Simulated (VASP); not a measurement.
The system is NiO.

```
Ni O
1.0
     1.43814    0.83031    2.33081
    -1.43814    0.83031    2.33081
     0.00000   -1.66062    2.33081
Ni O
1 1
Direct
  0.00000 0.00000 0.00000
  0.50000 0.50000 0.50000
```

The cell was built by a generator and needn't be a form met in nature.

Base run:

| Quantity | Value |
| --- | --- |
| Program | VASP 6.6.1 |
| Functional | PBE |
| Potentials or basis | VASP PAW PBE potentials, release 64 (Ni, O) |
| Cutoff | 400 eV |
| k mesh | 9 × 9 × 9 |
| Occupations | gaussian, width 0.02 eV |
| Spin | collinear spin, ferromagnetic start |
| Starting moments | [2.0, 0.0] μB |

Its results: band gap on the k mesh none (metal or under the smearing width); net moment 1.37 μB per cell; site moments Ni +1.15; O +0.20 μB.

**Question.** After a change of settings the same cell gave: band gap on the k mesh none (metal or under the smearing width); net moment 1.26 μB per cell; site moments Ni +1.06; O +0.17 μB. Which change was it?
A. cutoff from 400 eV to 520 eV; k mesh from 9 × 9 × 9 to 18 × 18 × 18
B. cutoff from 400 eV to 520 eV; k mesh from 9 × 9 × 9 to 12 × 12 × 12
C. cutoff from 400 eV to 520 eV; k mesh from 9 × 9 × 9 to 6 × 6 × 6
D. cutoff from 400 eV to 700 eV

**Answer.** D.

Caveats: a cell with one magnetic atom can't hold antiferromagnetic order, which such compounds often take; semilocal functionals often make such compounds metallic where correlation or magnetic order opens a gap, which also shifts bond lengths.
